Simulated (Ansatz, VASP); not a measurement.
# La (linear La chain) in two plane-wave programs

Wanted: the spread between two codes on one cell, functional and k mesh. The structure shown is the end of the Ansatz relaxation below.

Program: Ansatz 0.2.0. Level of theory: plane waves, with VASP 6.6.1 beside it; PBE. Results are calculated unless marked as measured.

### 1. The structure

The cell holds 1 atom: 1 La. Its edges and angles: a = 12.000 Å, b = 12.000 Å, c = 2.971 Å, α = 90.0°, β = 90.0°, γ = 90.0°. Vacuum lies along a and b. The structure's axis is c.

### 2. Ansatz: relaxation, PBE

Ansatz runs on its default PAW (the set named soft_2) files.

This run makes the geometry at which the two programs are then compared.

Input file input.yaml:

```yaml
crystal:
  lattice:
    - [12.0, 0.0, 0.0]
    - [0.0, 12.0, 0.0]
    - [0.0, 0.0, 3.8502]
  atoms:
    - { symbol: La, position: [0.5, 0.5, 0.0], spin: 1.0 }
magnetization:
  spin_polarized: true
kpoints:
  mp_grid: { grid: [1, 1, 21] }
scf:
  occupations: { method: fermi_dirac, width: 0.05 }
hamiltonian:
  xc: pbe
relax:
  cell: { fix: [a, b, alpha, beta, gamma] }
  max_steps: 60
```

Launch:

```console
$ ansatz run input.yaml --threads 8 --pin off --max-ram 16384MiB --backend cpu --events-out ev --progress --plain --runs-dir out
```

Numbers of over 12 decimals in the logs are rounded to 6 here.

Output:

```text
Engine: ansatz 0.2.0, aarch64-unknown-linux-gnu
Pseudopotentials: kind: paw
Pseudopotential: La, paw, valence charge 11, recommended cutoff 420 eV (normal), La.paw.azcp
Functional definition: PBE
  parameter kappa = 0.804
  parameter beta = 0.066725
  exchange = pbe_x(kappa = kappa, mu = beta*pi^2/3)
  correlation = pbe_c(beta = beta)
Crystal: 1 atoms, lattice volume = 554.429 Å³
Basis set: ecut = 420 eV, 10861 PW (Γ), exchange–correlation on 162×162×54 points (8 copies of the dense FFT grid, shifted against one another)
Bands: 10, of which v1, the nominal top of the filled ones, is band 6 counted from 1 (5 counted from 0)
Symmetry: 16 space group operations
Space group: P4/mmm (ITA 123), of the structure as read, at distance tolerance 8.2e-5 Å
Magnetic group: BNS 123.339 (UNI 999), of the structure as read, at distance tolerance 8.2e-5 Å
k-points: 11 of 21
Non-local potential: La, projectors of the file, l = 0: 3, l = 1: 2, l = 2: 2, l = 3: 3
PAW form: soft (Blöchl's): semilocal exchange-correlation on the pseudo side does not see the compensation charge
PAW one-centre angular grid: La, 590 points (default); XC on 64 Gauss nodes
Initial density: superposition of atomic densities (neutral atoms: chi_scale 0, normalization atom)
Starting moments: Σ|m| = 1 μB on 1 of 1 site
Initial wavefunctions: pseudopotential atomic-orbital guess
Functional: x = pbe(κ = 0.804, μ = 0.219515), c = pbe(β = 0.066725)
SCF iter   1: F=—  HF=-6247.589808 eV  |F-HF|=—  |Δ(HF+E_count)|=         —  Δρ=1.59e-2 (↑1.59e-2 ↓3.77e-3)  dr2=4.42e0  dr2_m=2.62e-1  M=1.560 μB ∫|m|=1.560 μB  β_m=0.30  ethr=3.10e-3  ⟨swp⟩=6.3  Hψ=2930  notcnv=0
Mixer restart at iter 1: flushing history
automatic band count: the SCF goes on with 14 bands, as 10 were too few: the levels above may hold too much charge
preconditioner: auto → LDOS  [metal: Δε(μ)=0.045 eV  Ē_g=1.083 eV  σ=0.050 eV  W_gap=0.22  n_scr=20 (ndim 8)  ℏωp=2.7 eV  f_vac=0.683  D(μ)=11.56/eV (n_scr^D=70)]
spin=Collinear: LDOS preconditioning applied to the charge; magnetization (m = ρ↑ − ρ↓) channel mixes plain (no charge-response kernel on spin).
SCF iter   2: F=—  HF=-6247.325243 eV  |F-HF|=—  |Δ(HF+E_count)|=   2.65e-1  Δρ=6.56e-3 (↑6.56e-3 ↓3.34e-3)  dr2=1.78e0  dr2_m=1.98e-2  M=1.489 μB ∫|m|=1.489 μB  β_m=0.46  ethr=3.10e-3  ⟨swp⟩=1.8  Hψ=537  notcnv=0
SCF iter   3: F=—  HF=-6247.173281 eV  |F-HF|=—  |Δ(HF+E_count)|=   1.52e-1  Δρ=3.31e-3 (↑3.31e-3 ↓2.46e-3)  dr2=4.55e-1  dr2_m=3.73e-3  M=1.651 μB ∫|m|=1.651 μB  β_m=0.50  ethr=3.10e-3  ⟨swp⟩=2.3  Hψ=612  notcnv=0
SCF iter   4: F=—  HF=-6247.148711 eV  |F-HF|=—  |Δ(HF+E_count)|=   2.46e-2  Δρ=1.95e-3 (↑1.30e-3 ↓1.95e-3)  dr2=2.69e-2  dr2_m=1.11e-2  M=1.762 μB ∫|m|=1.762 μB  β_m=0.65  ethr=3.10e-3  ⟨swp⟩=1.5  Hψ=380  notcnv=0
SCF iter   5: F=—  HF=-6247.177500 eV  |F-HF|=—  |Δ(HF+E_count)|=         —  Δρ=1.77e-3 (↑1.77e-3 ↓6.34e-4)  dr2=1.21e-2  dr2_m=6.51e-3  M=1.921 μB ∫|m|=1.921 μB  β_m=0.65  ethr=2.44e-4  ⟨swp⟩=2.8  Hψ=574  notcnv=0
SCF iter   6: F=—  HF=-6247.182350 eV  |F-HF|=—  |Δ(HF+E_count)|=   4.85e-3  Δρ=1.14e-3 (↑1.14e-3 ↓1.53e-4)  dr2=7.14e-3  dr2_m=1.63e-3  M=1.953 μB ∫|m|=1.953 μB  β_m=0.83  ethr=1.10e-4  ⟨swp⟩=2.4  Hψ=468  notcnv=0
SCF iter   7: F=—  HF=-6247.182991 eV  |F-HF|=—  |Δ(HF+E_count)|=   6.41e-4  Δρ=2.10e-4 (↑2.10e-4 ↓1.04e-4)  dr2=5.50e-4  dr2_m=2.17e-5  M=1.983 μB ∫|m|=1.983 μB  β_m=0.91  ethr=6.49e-5  ⟨swp⟩=2.7  Hψ=522  notcnv=0  defer=1
SCF iter   8: F=—  HF=-6247.183175 eV  |F-HF|=—  |Δ(HF+E_count)|=   1.85e-4  Δρ=1.66e-4 (↑1.66e-4 ↓1.85e-5)  dr2=2.77e-4  dr2_m=2.99e-5  M=1.996 μB ∫|m|=1.996 μB  β_m=0.96  ethr=5.00e-6  ⟨swp⟩=3.0  Hψ=590  notcnv=0
SCF iter   9: F=—  HF=-6247.183177 eV  |F-HF|=—  |Δ(HF+E_count)|=   2.12e-6  Δρ=1.23e-4 (↑1.23e-4 ↓2.28e-5)  dr2=1.34e-4  dr2_m=1.36e-5  M=1.997 μB ∫|m|=1.997 μB  β_m=0.94  ethr=2.52e-6  ⟨swp⟩=1.3  Hψ=338  notcnv=0
SCF iter  10: F=—  HF=-6247.183170 eV  |F-HF|=—  |Δ(HF+E_count)|=   7.43e-6  Δρ=4.89e-5 (↑4.89e-5 ↓8.70e-6)  dr2=2.16e-5  dr2_m=2.24e-6  M=1.997 μB ∫|m|=1.997 μB  β_m=0.97  ethr=1.22e-6  ⟨swp⟩=1.2  Hψ=321  notcnv=0
SCF iter  11: F=—  HF=-6247.183189 eV  |F-HF|=—  |Δ(HF+E_count)|=   1.89e-5  Δρ=7.75e-6 (↑7.75e-6 ↓1.76e-6)  dr2=3.95e-7  dr2_m=7.17e-8  M=1.996 μB ∫|m|=1.996 μB  β_m=0.99  ethr=1.97e-7  ⟨swp⟩=1.8  Hψ=359  notcnv=0
SCF iter  12: F=—  HF=-6247.183189 eV  |F-HF|=—  |Δ(HF+E_count)|=   7.86e-7  Δρ=4.08e-6 (↑4.08e-6 ↓8.59e-7)  dr2=1.02e-7  dr2_m=1.92e-8  M=1.996 μB ∫|m|=1.996 μB  β_m=0.99  ethr=3.59e-9  ⟨swp⟩=2.1  Hψ=497  notcnv=0
SCF iter  13: F=—  HF=-6247.183190 eV  |F-HF|=—  |Δ(HF+E_count)|=   3.26e-7  Δρ=1.10e-6 (↑1.10e-6 ↓4.63e-7)  dr2=1.04e-8  dr2_m=1.44e-9  M=1.996 μB ∫|m|=1.996 μB  β_m=1.00  ethr=9.28e-10  ⟨swp⟩=2.4  Hψ=504  notcnv=0
[...]
SCF 7 converged in 14 iterations: F = -6247.768431 eV  dr2 = 5.81e-11
  greatest PAW one-centre occupation: 0.969 electrons in one spin orbital (limit 2), on the La atom at site 0 (counted from 0), in its partial waves of l = 0
relax step   7: F+E_penalty+E_count = -6247.76843118 eV  Δ(F+E_penalty+E_count) = -9.396e-4 eV  max|allowed force component| = 0.000e0 eV/Å  Δτ_max = 0.0000 Å  P = +0.012 GPa  Ω = 426.181 Å³  energy of the carried Pulay correction = +1.928e-4 eV  fix = [a, b, alpha, beta, gamma]  reactions: a -0.010, b -0.010 GPa  (14 SCF iters, dr2 threshold 3.10e-8 eV, accepted)
[...]
relax step   8: F+E_penalty+E_count = -6247.76875265 eV  Δ(F+E_penalty+E_count) = -3.215e-4 eV  max|allowed force component| = 0.000e0 eV/Å  Δτ_max = 0.0000 Å  P = -0.005 GPa  Ω = 427.884 Å³  energy of the carried Pulay correction = +1.898e-4 eV  fix = [a, b, alpha, beta, gamma]  reactions: a -0.010, b -0.010 GPa  (9 SCF iters, dr2 threshold 8.08e-9 eV, accepted)
[...]
relax step   9: F+E_penalty+E_count = -6247.76841384 eV  Δ(F+E_penalty+E_count) = +3.388e-4 eV  max|allowed force component| = 0.000e0 eV/Å  Δτ_max = 0.0000 Å  P = -0.005 GPa  Ω = 427.884 Å³  fix = [a, b, alpha, beta, gamma]  reactions: a -0.009, b -0.009 GPa  stress off target by 4.50e-3 GPa on what of the cell is left free  SCF on the basis re-selected at this cell (its energy is not comparable with the rows above)  (6 SCF iters)
basis re-selected at this cell: Δ(F+E_penalty+E_count) = +3.388e-4 eV, ΔP = +0.000 GPa vs the last step (what re-selecting the basis moved, of the pressure what is left beyond the Pulay correction that the steps carried, after the strain that the cell walked since its last selection, with what the two solves' SCF thresholds leave and, on support functions, any second-order correction that the steps lacked; it is no measure of the basis error at this ecutwfc). The dense FFT grid was sized anew with the basis: this SCF ran on 81×81×20 points, the steps before it on 81×81×27, so part of this shift can come from that change (see relax.cell in the input reference). [rest of the remark cut]
SCF converged after 6 iterations
Magnetization: -0.0000 μB (5.5000 up, 5.5000 down)
Absolute magnetization: 0.0000 μB (∫|ρ↑−ρ↓|, with the PAW one-centre terms)
Spin contamination: 0.0000 ħ² per cell (⟨S²⟩ above its minimum at these occupations)
Per-site moments (μB) at R_I (Å): [(-8.915669929286247e-6, 1.225710)]
Free energy (F): -6247.768414 eV
Harris-Foulkes:  -6247.768414 eV  (|F-HF|=4.55e-12)
Internal energy: -6247.745207 eV  (E = F + TS)
E sigma→0 (E₀):  -6247.756811 eV
Entropy (-TS):   -0.023206 eV (-23.206 meV/atom)
Fermi energy:    -1.640249 eV
--- Per-component energies (eV) ---
  E_band       = -188.237431
  E_kinetic    = 194.388993
  E_local      = -1661.303548  (includes V_loc(G=0)·N_el)
  E_nonlocal   = 95.234043
  E_hartree    = 695.997247
  E_xc         = -137.931472
  E_vxc        = -145.677810  (∫ρ·V_xc dr)
  E_paw        = -5416.189179  (= ΣΔE_a)
  E_vpaw       = -62.873652  (= ΣTr[D̂ρ^β])
  E_aug_tail   = -0.000000  (compensation charges beyond the density's cutoff)
  E_ewald      = -17.941291
  E_smearing   = -0.023206  (= −TS)
  E_closure    = -0.000000  (closes the sum)
  Σ components = -6247.768414   (vs F -6247.768414, Δ=0.00e0)
--- Forces (eV/Å), atoms counted from 1 ---
  atom   1  La     0.00000000     0.00000000     0.00000000
  max |Σ_I F_I| component: 1.51e-28 eV/Å
--- Stress (GPa, compression-positive) ---
       -0.009478       0.000000       0.000000
        0.000000      -0.009478      -0.000000
        0.000000      -0.000000       0.004500
  P = ⅓ Tr σ = -0.0048 GPa (-0.048 kbar)
--- Relaxed structure (8 steps of the walk, 8 accepted, 1 SCFs on fresh bases) ---
  F+E_penalty+E_count = -6247.76841384 eV   max|allowed force component| = 0.000e0 eV/Å   (the final SCF, on the basis selected at the relaxed cell)
  cell:  # Å, volume = 427.8842 Å³
    - [12.0, 0, 0]
    - [0, 12.0, 0]
    - [0, 0, 2.971418]
  atoms:
    - { symbol: La, position: [0.5, 0.5, 0] }
```

### 3. VASP: single point, PBE

The same cell, functional, mesh and smearing now go to VASP, with its own data sets.

Lines of VASP's logs that name or quote its potential files are left out, and so is its time.

Input file INCAR:

```
SYSTEM = La
PREC = Accurate
ENCUT = 500
EDIFF = 1E-06
NELM = 200
ISMEAR = -1
SIGMA = 0.05
LREAL = .FALSE.
ALGO = Normal
GGA = PE
NBANDS = 12
ISPIN = 2
MAGMOM = -0
LASPH = .TRUE.
LMAXMIX = 6
AMIX = 0.2
BMIX = 1E-04
AMIX_MAG = 0.8
BMIX_MAG = 1E-04
LORBIT = 11
LWAVE = .FALSE.
LCHARG = .FALSE.
ISIF = 2
GGA_COMPAT = .FALSE.
```

Input file POSCAR:

```
La
1.0
   12.0000000000      0.0000000000      0.0000000000
    0.0000000000     12.0000000000      0.0000000000
    0.0000000000      0.0000000000      2.9714180872
La
1
Direct
    0.5000000000      0.5000000000      0.0000000000
```

Input file KPOINTS:

```
Automatic mesh
0
Gamma
1 1 21
0 0 0
```

PAW data sets: La (PBE family, release 64).

Launch:

```console
$ mpirun -np 1 vasp_std
```

Output:

```text
[banner, memory and clock lines left out]
running    1 mpi-ranks, on    1 nodes
 distrk:  each k-point on    1 cores,    1 groups
 distr:  one band on    1 cores,    1 groups

 POSCAR found type information on POSCAR La
 POSCAR found :  1 types and       1 ions
 LDA part: xc-table for (Slater+PW92), standard interpolation
 POSCAR, INCAR and KPOINTS ok, starting setup
 FFT: planning ... GRIDC
 FFT: planning ... GRID_SOFT
 FFT: planning ... GRID
 WAVECAR not read
 entering main loop
       N       E                     dE             d eps       ncg     rms          rms(c)
DAV:   1     0.137719201868E+03    0.13772E+03   -0.30882E+03   592   0.540E+02
DAV:   2     0.221934412237E+02   -0.11553E+03   -0.10683E+03   832   0.151E+02
DAV:   3    -0.188680901463E+01   -0.24080E+02   -0.23417E+02   676   0.892E+01
DAV:   4    -0.457889062862E+01   -0.26921E+01   -0.21576E+01   972   0.306E+01
DAV:   5    -0.476262573057E+01   -0.18374E+00   -0.18284E+00   772   0.679E+00    0.559E+00
DAV:   6    -0.283554808990E+01    0.19271E+01   -0.47748E+00  1016   0.178E+01    0.372E+00
DAV:   7    -0.266482102092E+01    0.17073E+00   -0.40581E-01   940   0.509E+00    0.258E+00
DAV:   8    -0.254388874242E+01    0.12093E+00   -0.30153E-01   824   0.535E+00    0.803E-01
DAV:   9    -0.254591559693E+01   -0.20269E-02   -0.22554E-02   980   0.126E+00    0.517E-01
DAV:  10    -0.254991140297E+01   -0.39958E-02   -0.76954E-03   952   0.830E-01    0.351E-01
DAV:  11    -0.255184792539E+01   -0.19365E-02   -0.82283E-03   980   0.807E-01    0.165E-01
DAV:  12    -0.255125472916E+01    0.59320E-03   -0.28949E-03   984   0.459E-01    0.542E-02
DAV:  13    -0.255144911124E+01   -0.19438E-03   -0.81228E-04  1024   0.210E-01    0.711E-02
DAV:  14    -0.255129117983E+01    0.15793E-03   -0.80673E-04  1008   0.229E-01    0.511E-03
DAV:  15    -0.255129144744E+01   -0.26761E-06   -0.17935E-05   848   0.353E-02    0.234E-03
DAV:  16    -0.255129140672E+01    0.40721E-07   -0.15807E-06   960   0.107E-02
   1 F= -.25512914E+01 E0= -.25398406E+01  d E =-.229016E-01  mag=     0.0007
```

Parts of OUTCAR (step 3):

```text
ion  position               nearest neighbor table
   1  0.500  0.500  0.000-

  LATTYP: Found a simple tetragonal cell.
 ALAT       =    12.0000000000
 C/A-ratio  =     0.2476181739

 Subroutine GETGRP returns: Found 16 space group operations
 (whereof 16 operations were pure point group operations)

The static configuration has the point symmetry D_4h.

 Found     11 irreducible k-points:

   k-points           NKPTS =     11   k-points in BZ     NKDIM =     11   number of bands    NBANDS=     12

   dimension x,y,z NGX =    90 NGY =   90 NGZ =   24
   dimension x,y,z NGXF=   180 NGYF=  180 NGZF=   48

   ENCUT  =  500.0 eV  36.75 Ry    6.06 a.u.  21.88 21.88  5.42*2*pi/ulx,y,z

   NELECT =      11.0000    total number of electrons

 k-points in reciprocal lattice and weights: Automatic mesh
   0.00000000  0.00000000  0.00000000       0.048
   0.00000000  0.00000000  0.04761905       0.095
   0.00000000  0.00000000  0.09523810       0.095
   0.00000000  0.00000000  0.14285714       0.095
   0.00000000  0.00000000  0.19047619       0.095
   0.00000000  0.00000000  0.23809524       0.095
   0.00000000  0.00000000  0.28571429       0.095
   0.00000000  0.00000000  0.33333333       0.095
   0.00000000  0.00000000  0.38095238       0.095
   0.00000000  0.00000000  0.42857143       0.095
   0.00000000  0.00000000  0.47619048       0.095

 average (electrostatic) potential at core
       1-106.6245

 E-fermi :  -1.9129

 spin component 1
 k-point     1 :       0.0000    0.0000    0.0000
  band No.  band energies     occupation
    ...
      2     -19.3239      1.00000
      3     -19.3239      1.00000
      4     -16.7882      1.00000
      5      -2.8687      1.00000
      6      -2.4004      0.99994
      7      -1.5558      0.00079
      8      -1.5474      0.00067
      9      -0.8253      0.00000
     10      -0.8253      0.00000
     11      -0.5982      0.00000
    ...

 k-point     2 :       0.0000    0.0000    0.0476
  band No.  band energies     occupation
    ...
      2     -19.3121      1.00000
      3     -19.3121      1.00000
      4     -16.8980      1.00000
      5      -2.7610      1.00000
      6      -2.3131      0.99967
      7      -1.5314      0.00049
      8      -1.5232      0.00041
      9      -0.8468      0.00000
     10      -0.8468      0.00000
     11      -0.5955      0.00000
    ...

 k-point     3 :       0.0000    0.0000    0.0952
  band No.  band energies     occupation
    ...
      2     -19.2775      1.00000
      3     -19.2775      1.00000
      4     -17.2065      1.00000
      5      -2.5451      1.00000
      6      -1.9837      0.80456
      7      -1.4598      0.00012
      8      -1.4523      0.00010
      9      -0.9168      0.00000
     10      -0.9168      0.00000
     11      -0.5879      0.00000
    ...

 k-point     4 :       0.0000    0.0000    0.1429
  band No.  band energies     occupation
      1     -35.3826      1.00000
      2     -19.2227      1.00000
      3     -19.2227      1.00000
      4     -17.6610      1.00000
      5      -2.3295      0.99976
      6      -1.4275      0.00006
      7      -1.3462      0.00001
      8      -1.3397      0.00001
      9      -1.0501      0.00000
     10      -1.0501      0.00000
    ...

 k-point     5 :       0.0000    0.0000    0.1905
  band No.  band energies     occupation
      1     -35.3044      1.00000
      2     -19.1517      1.00000
      3     -19.1517      1.00000
      4     -18.1980      1.00000
      5      -2.0886      0.97110
      6      -1.2630      0.00000
      7      -1.2630      0.00000
      8      -1.2005      0.00000
      9      -1.1954      0.00000
     10      -0.8848      0.00000
    ...

 k-point     6 :       0.0000    0.0000    0.2381
  band No.  band energies     occupation
      1     -35.2139      1.00000
      2     -19.0700      1.00000
      3     -19.0700      1.00000
      4     -18.7588      1.00000
      5      -1.8097      0.11258
      6      -1.5559      0.00079
      7      -1.5559      0.00079
      8      -1.0397      0.00000
      9      -1.0362      0.00000
    ...

  Total       -0.0398926     -0.0398926      0.0136841      0.0000000      0.0000000      0.0000000
  in kB       -0.1493746     -0.1493746      0.0512388      0.0000000      0.0000000      0.0000000
  external PRESSURE =      -0.0825035 kB  Pullay stress =       0.0000000 kB

  energy-cutoff  :      500.00
  volume of cell :      427.88
      direct lattice vectors                 reciprocal lattice vectors
    12.000000000  0.000000000  0.000000000     0.083333333  0.000000000  0.000000000
     0.000000000 12.000000000  0.000000000     0.000000000  0.083333333  0.000000000
     0.000000000  0.000000000  2.971418087     0.000000000  0.000000000  0.336539649

 POSITION                                       TOTAL-FORCE (eV/Angst)
 -----------------------------------------------------------------------------------
      6.00000      6.00000      0.00000         0.000000      0.000000      0.000000
 -----------------------------------------------------------------------------------
    total drift:                                0.000000     -0.000000     -0.000000

  FREE ENERGIE OF THE ION-ELECTRON SYSTEM (eV)
  ---------------------------------------------------
  free  energy   TOTEN  =        -2.5512914067 eV

  energy  without entropy=       -2.5283897591  energy(sigma->0) =       -2.53984058

 total charge
# of ion       s       p       d       f       tot
--------------------------------------------------
    1        2.040   5.521   1.096   0.117   8.775

 magnetization (x)
# of ion       s       p       d       f       tot
--------------------------------------------------
    1        0.000   0.000   0.000   0.000   0.000

[... 6 further parts left out ...]
```

This run allows spin, but its moments start at zero, where symmetry between the spins tends to hold them. Its electron count is odd, so without a moment it is a metal by construction.

### 4. Comparison

Known differences besides the potentials themselves: the cutoff is 420 eV in Ansatz and 500 eV in VASP; Ansatz's pressure holds a Pulay correction, VASP's none. Total energies have different zeros and are not compared.

Both answers:

| quantity | Ansatz | VASP | difference |
| --- | --- | --- | --- |
| pressure (GPa) | 0.00 | -0.01 | 0.00 |

### 5. Outcome

| Quantity | Value |
| --- | --- |
| difference in pressure (single point, PBE) | 0.0034 GPa |

The difference in pressure is 0.0034 GPa (single point, PBE), within the 1 GPa picked in this series as the mark of a large difference. Such differences can come from data sets, numerical settings and the points named under the comparisons, not from the functional's error against experiment.

[Lines on the potential files, build, host, timing and source positions are cut from VASP's logs without a mark.]

[Logs are printed without paths, hosts, clocks, repeated set-up lines and the standing remarks that a program may print on its own settings, such as how far it seeks lower states.]

[Hosts, paths, dates, database ids (printed as entryN), source tags and the programs' standing remarks are cut or masked in the printed files.]
